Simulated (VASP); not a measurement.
Runs of VASP 6.6.1 on In2O3. It takes space group Ia-3 (No. 206, cubic). Conventional cell: a = 10.295 Å, b = 10.295 Å, c = 10.295 Å, α = 90.00°, β = 90.00°, γ = 90.00°. In (site symmetry 2) is surrounded by 6 O at 2.16 to 2.25 Å. In (site symmetry -3) is surrounded by 6 O at 2.21 Å. Around O (site symmetry 1) lie 4 In at 2.16 to 2.25 Å. The cell is a database's computed one.

| task | level | potentials or basis | cell | k mesh | cutoff (eV) | gap on the mesh (eV) | largest force (eV/Å) |
| --- | --- | --- | --- | --- | --- | --- | --- |
| band structure | PBE | VASP PAW PBE potentials, release 64 (In_d, O) | as given | 6 × 6 × 6 | 450 | 0.92 | (b) |
| relaxation of cell and atoms | PBE | VASP PAW PBE potentials, release 64 (In_d, O) | relaxed | 4 × 4 × 4 | 600 | 0.92 | - |
| band structure | LDA | VASP PAW LDA potentials, release 64 (In_d, O) | as given | 6 × 6 × 6 | 450 | 0.82 | 0.15 |
| band structure | r2SCAN | VASP PAW PBE potentials, release 64 (In_d, O) | as given | 6 × 6 × 6 | 450 | 1.43 | (a) |

Alike in all rows: no spin polarisation; smearing gaussian 0.02 eV.

Fill in the values left out.

(a) 0.05; (b) 0.01.

Caveats: spin-orbit coupling is left out, which moves the levels of the heavy elements; the PAW data sets were made with another functional, which shifts forces and pressure a little (some runs).

A k mesh can miss the band edges, and the runs leave out spin-orbit coupling on In.
